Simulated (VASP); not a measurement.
An input for Ansatz (written as the equivalent of a VASP run, and not itself run):

Ansatz 0.2 input:
```yaml
crystal:
  lattice:
    - [2.7663900, 0.0000000, 0.0000000]
    - [-1.3831950, 2.3957640, 0.0000000]
    - [0.0000000, 0.0000000, 8.9388500]
  atoms:
    - { symbol: Re, position: [-0.0104540, -0.0106650, -0.0071770] }
    - { symbol: Re, position: [-0.0151100, -0.0006570, 0.5054510] }
    - { symbol: Re, position: [0.3232460, 0.6496290, 0.2453210] }
    - { symbol: Re, position: [0.7023180, 0.3616940, 0.7564050] }
kpoints:
  mp_grid: { grid: [7, 7, 2] }
hamiltonian:
  xc: pbe
  pseudopotentials: { kind: paw }
scf:
  occupations: { method: gaussian, width: 0.1 }
  max_iter: 100
output: { forces: true, stress: true, eigenvalues: true }
```

Task: Write the VASP files for the same calculation (PBE).

Result: This is not unique; one that fits is 
### POSCAR
```
Re
1
    2.7663900000     0.0000000000     0.0000000000
   -1.3831950000     2.3957640000     0.0000000000
    0.0000000000     0.0000000000     8.9388500000
Re
4
Direct
 -0.0104540000  -0.0106650000  -0.0071770000
 -0.0151100000  -0.0006570000   0.5054510000
  0.3232460000   0.6496290000   0.2453210000
  0.7023180000   0.3616940000   0.7564050000
```

### KPOINTS
```
K-points
0
gamma
  7 7 2
```

INCAR:
```
# general
SYSTEM =Re
PREC   =Accurate
ENCUT  =300
LREAL  =.FALSE.
LASPH  =.TRUE.

# electronic loop
EDIFF  =1E-6
NELM   =100
ALGO   =Normal
LMAXMIX=6

# smearing
ISMEAR =0
SIGMA  =0.1

# functional
GGA    =PE

# ions
ISIF   =2

# output
LWAVE  =.FALSE.
LCHARG =.FALSE.
```

POTCAR, in this order: Re (PBE.64 set). Program: vasp_std.

Limits of the translation: each code has its own PAW files, so the cut-off isn't converted (ENCUT is set for VASP's; basis.ecutwfc is left out, and Ansatz then takes the one that its files recommend); Ansatz stops its SCF on the density residual and VASP on the energy change (EDIFF).

The structure comes from a computed database's Re entry; how it stands against other phases isn't given here. The cell was not relaxed at this level, atoms are displaced from their ideal sites.
